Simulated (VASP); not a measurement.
A convergence study with VASP on MgO (rock salt): one setting is varied, all else stays as given below, so the limit is that of these other settings.

```
MgO
1.0
    0.00000     2.10500     2.10500
    2.10500     0.00000     2.10500
    2.10500     2.10500     0.00000
Mg O
1 1
Direct
  0.00000   0.00000   0.00000
  0.50000   0.50000   0.50000
```

Computed with PBE GGA, VASP's PBE PAW potentials (set 64) (plane waves; VASP). The tightest run used: 700 eV cut-off, 16×16×16 Monkhorst-Pack mesh, Gaussian smearing of 0.050 eV, potentials Mg O.

| setting | E (eV/atom) | pressure (GPa) | irreducible k-points |
|---|---|---|---|
| 1×1×1 mesh | -0.5342 | 72.79 | 1 |
| 2×2×2 mesh | -5.9526 | 3.92 | 2 |
| 3×3×3 mesh | -5.9100 | 4.36 | 4 |

**Question.** These are the cheaper rows. Estimate the results at 16×16×16 mesh, and how far the last row shown lies from them.

**Answer.** 
```tsv
quantity	tightest run	last row shown is off by
E (eV/atom)	-5.9559	0.0459
pressure (GPa)	3.88	0.48
```

Left out are rungs that failed or repeat a setting and relaxations that didn't move; long series are thinned to 24 rows.

The compound is MgO in the rock salt structure. The cell was not relaxed at this level.
